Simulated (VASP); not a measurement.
# Zn2CdSeS2 (Imm2) in VASP: relaxation of cell and atoms with PBE

Aim: the relaxation of cell and atoms of Zn2CdSeS2 with PBE.

Everything below comes from runs of VASP 6.6.1. Logs are shortened: lines on timing, memory, paths and dates and some standing lists are left out, and cuts for length are marked.

## (1) Starting point

The structure is orthorhombic, space group Imm2 (No. 44). The conventional cell has a = 3.864 Å, b = 11.590 Å, c = 5.465 Å, α = 90.00°, β = 90.00°, γ = 90.00°. Zn (site symmetry m) has 3 S at 2.37 Å and 1 Se at 2.37 Å as nearest neighbours. Cd (site symmetry mm2) has 2 Se at 2.37 Å and 2 S at 2.37 Å as nearest neighbours. Se (site symmetry mm2) has 2 Cd at 2.37 Å and 2 Zn at 2.37 Å as nearest neighbours. S (site symmetry m) is surrounded by 3 Zn at 2.37 Å and 1 Cd at 2.37 Å.

The cell was built by a generator and needn't be a form met in nature.

## (2) Relaxation of cell and atoms, PBE

Input file INCAR:

```
SYSTEM = Zn2CdSeS2
PREC = Normal
ENCUT = 520
EDIFF = 1E-4
ISMEAR = 0
SIGMA = 0.15
LREAL = .False.
LASPH = .True.
NELM = 60
ALGO = Fast
ISIF = 3
LWAVE = .False.
LCHARG = .False.
GGA = PE
IBRION = 2
NSW = 24
EDIFFG = -0.08
```

Input file KPOINTS:

```
Automatic mesh
0
Gamma
  4 4 4
  0 0 0
```

Input file POSCAR:

```
Zn2CdSeS2
1.0
   -1.9320000000      5.7950000000      2.7325000000
    1.9320000000     -5.7950000000      2.7325000000
    1.9320000000      5.7950000000     -2.7325000000
Zn Cd Se S
2 1 1 2
Direct
    0.6667000000      0.0000000000      0.6667000000
    0.3333000000      0.0000000000      0.3333000000
    0.0000000000      0.0000000000      0.0000000000
    0.2500000000      0.7500000000      0.5000000000
    0.5833000000      0.7500000000      0.8333000000
    0.9167000000      0.7500000000      0.1667000000
```

Potentials or basis: VASP PAW PBE potentials, release 64 (Zn, Cd, Se, S).

The run is started by

```bash
> cat potpaw_PBE.64/Zn/POTCAR potpaw_PBE.64/Cd/POTCAR potpaw_PBE.64/Se/POTCAR potpaw_PBE.64/S/POTCAR > POTCAR
> mpirun -np 1 vasp_std > vasp.out
```

OUTCAR:

```text
SYSTEM = Zn2CdSeS2
   PREC = Normal
   ENCUT = 520
   EDIFF = 1E-4
   ISMEAR = 0
   LREAL = .False.
   LASPH = .True.
   NELM = 60
   ISIF = 3
   GGA = PE
   IBRION = 2
   NSW = 24
   EDIFFG = -0.08

 ion  position               nearest neighbor table
   1  0.667  0.000  0.667-   5 2.37   6 2.37   6 2.37   4 2.37
   2  0.333  0.000  0.333-   6 2.37   5 2.37   5 2.37   4 2.37
   3  0.000  0.000  0.000-   4 2.37   4 2.37   6 2.37   5 2.37
   4  0.250  0.750  0.500-   3 2.37   3 2.37   1 2.37   2 2.37
   5  0.583  0.750  0.833-   1 2.37   2 2.37   2 2.37   3 2.37
   6  0.917  0.750  0.167-   2 2.37   1 2.37   1 2.37   3 2.37

  LATTYP: Found a body centered orthorhombic cell.
 ALAT       =     3.8640000000
 B/A-ratio  =     1.4143374741
 C/A-ratio  =     2.9994824017

  Lattice vectors:

 A1 = (  -1.9320000000,   5.7950000000,  -2.7325000000)
 A2 = (   1.9320000000,   5.7950000000,   2.7325000000)
 A3 = (   1.9320000000,  -5.7950000000,  -2.7325000000)

Analysis of symmetry for initial positions (statically):
=====================================================================
 Subroutine PRICEL returns:
 Original cell was already a primitive cell.

 Routine SETGRP: Setting up the symmetry group for a
 body centered orthorhombic supercell.

 Subroutine GETGRP returns: Found  4 space group operations
 (whereof  4 operations were pure point group operations)
 out of a pool of  8 trial point group operations.

The static configuration has the point symmetry C_2v.

Analysis of symmetry for dynamics (positions and initial velocities):
=====================================================================
 Subroutine PRICEL returns:
 Original cell was already a primitive cell.

 Routine SETGRP: Setting up the symmetry group for a
 body centered orthorhombic supercell.

 Subroutine GETGRP returns: Found  4 space group operations
 (whereof  4 operations were pure point group operations)
 out of a pool of  8 trial point group operations.

The dynamic configuration has the point symmetry C_2v.

 Subroutine INISYM returns: Found  4 space group operations
 (whereof  4 operations are pure point group operations),
 and found     1 'primitive' translations

----------------------------------------------------------------------------------------

                                     Primitive cell

  volume of cell :     122.3716

  direct lattice vectors                    reciprocal lattice vectors
    -1.932000000  5.795000000  2.732500000     0.000000000  0.086281277  0.182982617
     1.932000000 -5.795000000  2.732500000     0.258799172  0.000000000  0.182982617
     1.932000000  5.795000000 -2.732500000     0.258799172  0.086281277  0.000000000

  length of vectors
     6.691876064  6.691876064  6.691876064     0.202304465  0.316953702  0.272802988

  position of ions in fractional coordinates (direct lattice)
     0.666700000  0.000000000  0.666700000
     0.333300000  0.000000000  0.333300000
     0.000000000  0.000000000  0.000000000
     0.250000000  0.750000000  0.500000000
     0.583300000  0.750000000  0.833300000
     0.916700000  0.750000000  0.166700000

  ion indices of the primitive-cell ions
   primitive index   ion index
                 1           1
                 2           2
                 3           3
                 4           4
                 5           5
                 6           6

----------------------------------------------------------------------------------------

 KPOINTS: Automatic mesh

Automatic generation of k-mesh.
 Grid dimensions read from file:
 generate k-points for:    4    4    4

 Generating k-lattice:

  Cartesian coordinates                     Fractional coordinates (reciprocal lattice)
     0.000000000  0.021570319  0.045745654     0.250000000  0.000000000  0.000000000
     0.064699793  0.000000000  0.045745654     0.000000000  0.250000000 -0.000000000
     0.064699793  0.021570319  0.000000000     0.000000000 -0.000000000  0.250000000

  Length of vectors
     0.050576116  0.079238426  0.068200747

  Shift w.r.t. Gamma in fractional coordinates (k-lattice)
     0.000000000  0.000000000  0.000000000

 Subroutine IBZKPT returns following result:
 ===========================================

 Found     18 irreducible k-points:

 Following reciprocal coordinates:
            Coordinates               Weight
  0.000000  0.000000  0.000000      1.000000
  0.250000  0.000000  0.000000      4.000000
  0.500000  0.000000  0.000000      2.000000
 -0.000000  0.250000  0.000000      4.000000
  0.250000  0.250000  0.000000      8.000000
  0.500000  0.250000  0.000000      8.000000
[... 10 lines left out ...]
 -0.250000 -0.250000  0.250000      2.000000
  0.500000  0.500000  0.500000      1.000000
   k-points           NKPTS =     18   k-points in BZ     NKDIM =     18   number of bands    NBANDS=     32
   number of dos      NEDOS =    301   number of ions     NIONS =      6
   total plane-waves  NPLWV =  64000
   dimension x,y,z NGX =    40 NGY =   40 NGZ =   40
   dimension x,y,z NGXF=    80 NGYF=   80 NGZF=   80
   ions per type =               2   1   1   2
   NGX,Y,Z   is equivalent  to a cutoff of   9.94,  9.94,  9.94 a.u.
   NGXF,Y,Z  is equivalent  to a cutoff of  19.87, 19.87, 19.87 a.u.
 SYSTEM =  Zn2CdSeS2
   PREC   = normal    normal or accurate (medium, high low for compatibility)
   ISTART =      0    job   : 0-new  1-cont  2-samecut
   ICHARG =      2    charge: 1-file 2-atom 10-const
   ISPIN  =      1    spin polarized calculation?
   LNONCOLLINEAR =      F non collinear calculations
   LSORBIT =      F    spin-orbit coupling
   LASPH  =      T    aspherical Exc in radial PAW
   ENCUT  =  520.0 eV  38.22 Ry    6.18 a.u.  12.44 12.44 12.44*2*pi/ulx,y,z
   NELM   =     60;   NELMIN=  2; NELMDL= -5     # of ELM steps
   EDIFF  = 0.1E-03   stopping-criterion for ELM
   LREAL  =      F    real-space projection
   EDIFFG = -.8E-01   stopping-criterion for IOM
   NSW    =     24    number of steps for IOM
   IBRION =      2    ionic relax: 0-MD 1-quasi-New 2-CG
   NFREE  =      1    steps in history (QN), initial steepest desc. (CG)
   ISIF   =      3    stress and relaxation
   ISYM   =      2    0-nonsym 1-usesym 2-fastsym
   POTIM  = 0.5000    time-step for ionic-motion
   TEBEG  =    0.0;   TEEND  =   0.0 temperature during run
   PSTRESS=    0.0 pullay stress
   NELECT =      54.0000    total number of electrons
   NUPDOWN=      -1.0000    fix difference up-down
   EMIN   =  10.00;   EMAX   =-10.00  energy-range for DOS
   EFERMI =   0.00;   METHOD = LEGACY
   ISMEAR =     0;   SIGMA  =   0.15  broadening in eV -4-tet -1-fermi 0-gaus
   EFERMI_NEDOS =   21; number of points for ismear=-14 and -15
   IALGO  =     68    algorithm
   IMIX   =      4    mixing-type and parameters
     AMIX     =   0.40;   BMIX     =  1.00
     AMIX_MAG =   1.60;   BMIX_MAG =  1.00
  volume/ion in A,a.u.               =      20.40       137.63
  Fermi-wavevector in a.u.,A,eV,Ry     =   1.246367  2.355292 21.135698  1.553430
  Thomas-Fermi vector in A             =   2.380547
   LORBIT       =      0    0 simple, 1 ext, 2 COOP (PROOUT), +10 PAW based schemes
   GGA     = PE    functional components
   LHFCALC =     F    Hartree Fock is set to
   AEXX    =    0.0000 exact exchange contribution
   IVDW    =     0    specifies the selected vdW correction
   LEPSILON=     F    determine dielectric tensor
   LRPA    =     F    only Hartree local field effects (RPA)
 conjugate gradient relaxation of ions
 non-spin polarized calculation
 RMM-DIIS sequential band-by-band and
 Gauss-broadening in eV      SIGMA  =   0.15
  energy-cutoff  :      520.00
  volume of cell :      122.37
 maximum number of plane-waves:      3312
   NGX = 25   NGY = 25   NGZ = 25

--------------------------------------- Ionic step        1  -------------------------------------------

 number of electron      53.9999990 magnetization

 Free energy of the ion-electron system (eV)
  ---------------------------------------------------
  ext. energy  EPLUGINS =         0.00000000
  ---------------------------------------------------
  free energy    TOTEN  =       -17.83117141 eV

  energy without entropy =      -17.83117141  energy(sigma->0) =      -17.83117141

------------------------ aborting loop because EDIFF is reached ----------------------------------------

  FORCE on cell =-STRESS in cart. coord.  units (eV):
  Direction    XX          YY          ZZ          XY          YZ          ZX
  --------------------------------------------------------------------------------------
  -------------------------------------------------------------------------------------
  Total       10.3753537      8.5078178      9.2437715      0.0000000      0.0000000      0.0000000
  in kB      135.8415941    111.3904705    121.0261057      0.0000000      0.0000000      0.0000000
  external PRESSURE =     122.7527235 kB  Pullay stress =       0.0000000 kB

 VOLUME and BASIS-vectors are now :
 -----------------------------------------------------------------------------
  energy-cutoff  :      520.00
  volume of cell :      122.37
      direct lattice vectors                 reciprocal lattice vectors
    -1.932000000  5.795000000  2.732500000     0.000000000  0.086281277  0.182982617
     1.932000000 -5.795000000  2.732500000     0.258799172  0.000000000  0.182982617
     1.932000000  5.795000000 -2.732500000     0.258799172  0.086281277  0.000000000

 POSITION                                       TOTAL-FORCE (eV/Angst)
 -----------------------------------------------------------------------------------
      0.00000      7.72705      0.00000        -0.000000      0.600008      0.379067
      0.00000      3.86295      0.00000        -0.000000     -0.600008      0.379067
      0.00000      0.00000      0.00000        -0.000000     -0.000000     -1.298160
      1.93200      0.00000      1.36625        -0.000000     -0.000000      2.596159
      1.93200      3.86295      1.36625         0.000000     -1.513528     -1.028067
     -0.00000      1.93205      4.09875        -0.000000      1.513528     -1.028067
 -----------------------------------------------------------------------------------
    total drift:                                0.000011      0.000034     -0.000303
[... 270 lines left out ...]
 POSITION                                       TOTAL-FORCE (eV/Angst)
 -----------------------------------------------------------------------------------
      0.00000      8.14492      0.04185        -0.000000      0.158738     -0.017881
      0.00000      3.95675      0.04185        -0.000000     -0.158738     -0.017881
      0.00000      0.00000      5.57891         0.000000     -0.000000     -0.212648
      1.99325     -0.00000      1.59708        -0.000000      0.000000      0.106700
      1.99325      3.89810      1.33407        -0.000000      0.013004      0.070856
      0.00000      2.15274      4.17059        -0.000000     -0.013004      0.070856
 -----------------------------------------------------------------------------------
    total drift:                                0.000027      0.000041      0.000934

  FREE ENERGIE OF THE ION-ELECTRON SYSTEM (eV)
  ---------------------------------------------------
  free  energy   TOTEN  =       -18.9460919757 eV

  energy  without entropy=      -18.9460919752  energy(sigma->0) =      -18.94609198

--------------------------------------- Ionic step        9  -------------------------------------------

 number of electron      54.0000021 magnetization

 Free energy of the ion-electron system (eV)
  ---------------------------------------------------
  ext. energy  EPLUGINS =         0.00000000
  ---------------------------------------------------
  free energy    TOTEN  =       -18.95690614 eV

  energy without entropy =      -18.95690614  energy(sigma->0) =      -18.95690614

 E-fermi :   2.1264     XC(G=0):  -9.2233

 val. band max:        1.5669464844   @ k =   0.0000   0.0000   0.0000
 cond. band min:       2.6754304721   @ k =   0.0000   0.0000   0.0000
 fundamental gap:      1.1084839877
 Fermi energy:         2.1264253357

 k-point     1 :       0.0000    0.0000    0.0000
  band No.  band energies     occupation
      1     -11.3252      2.00000
      2     -10.4863      2.00000
      3     -10.4493      2.00000
      4      -6.1900      2.00000
      5      -6.1659      2.00000
      6      -6.0787      2.00000
[... 24 lines left out ...]
     31       6.6888      0.00000
     32       7.6242      0.00000
[... 606 lines left out ...]
 VOLUME and BASIS-vectors are now :
 -----------------------------------------------------------------------------
  energy-cutoff  :      520.00
  volume of cell :      138.77
      direct lattice vectors                 reciprocal lattice vectors
    -2.004169945  6.073677110  2.849978818     0.000000000  0.082322453  0.175439900
     2.004169945 -6.073677110  2.849978818     0.249479841  0.000000000  0.175439900
     2.004169945  6.073677110 -2.849978818     0.249479841  0.082322453  0.000000000

 POSITION                                       TOTAL-FORCE (eV/Angst)
 -----------------------------------------------------------------------------------
      0.00000      8.18977      0.04320         0.000000      0.072713     -0.017086
      0.00000      3.95758      0.04320        -0.000000     -0.072713     -0.017086
      0.00000      0.00000      5.58850         0.000000      0.000000     -0.030296
      2.00417      0.00000      1.61803         0.000000      0.000000     -0.028603
      2.00417      3.90725      1.34100        -0.000000      0.033645      0.046535
      0.00000      2.16643      4.19098        -0.000000     -0.033645      0.046535
 -----------------------------------------------------------------------------------
    total drift:                                0.000026      0.000039      0.013537

  FREE ENERGIE OF THE ION-ELECTRON SYSTEM (eV)
  ---------------------------------------------------
  free  energy   TOTEN  =       -18.9569061400 eV

  energy  without entropy=      -18.9569061359  energy(sigma->0) =      -18.95690614

 reached required accuracy - stopping structural energy minimisation
```

Wall time 3.9 min (1 thread of AMD EPYC 9R45 (Zen 5), shared host); peak memory 0.27 GiB.

Results:

* Free energy: -18.9569 eV
* Relaxed volume: 23.13 Å³/atom
* Relaxed cell: a = 7.002 Å, b = 7.002 Å, c = 7.002 Å, α = 146.74°, β = 59.68°, γ = 131.96°
* Space group after relaxing (to 0.05 Å): Imm2 (No. 44)
* Energy gained by relaxing: 187.6 meV/atom
* Ionic steps: 9
* Pressure after relaxing: -0.3 GPa
* Largest force after relaxing: 0.075 eV/Å
* Band gap on the k mesh: 1.11 eV, direct

Forces on the atoms (eV/Å):
```
Zn   0.000  0.073 -0.017
Zn   0.000 -0.073 -0.017
Cd   0.000  0.000 -0.030
Se   0.000  0.000 -0.029
S    0.000  0.034  0.047
S    0.000 -0.034  0.047
```

Step by step:
```tsv
step	energy change (eV)	largest force (eV/Å)	pressure (GPa)	volume (Å³)
1	0.0000	2.5962	12.28	122.37
2	-0.8530	0.3989	-3.21	152.18
3	-0.9611	0.6584	-1.73	143.62
4	-0.9607	0.6901	-1.10	142.71
5	-1.0517	0.4260	-0.80	140.57
6	-1.1119	0.1975	1.25	136.14
7	-1.1148	0.2338	0.60	137.03
8	-1.1149	0.2126	0.66	136.84
9	-1.1257	0.0747	-0.29	138.77
```

Final structure:
```
Zn Cd Se S
1.0
    -2.00417    6.07368    2.84998
     2.00417   -6.07368    2.84998
     2.00417    6.07368   -2.84998
Zn Cd Se S
2 1 1 2
Direct
  0.68178 0.00758 0.67420
  0.33338 0.00758 0.32580
  0.98045 0.98045 0.00000
  0.28387 0.78387 0.50000
  0.55692 0.73527 0.82165
  0.91361 0.73527 0.17835
```

Caveat: the k mesh is coarse (spacing up to 0.50 Å⁻¹), so the values aren't converged; the relaxation stopped at a loose force limit of 0.08 eV/Å, so its end isn't a converged minimum. As with any semilocal functional, this PBE gap is likely too small.
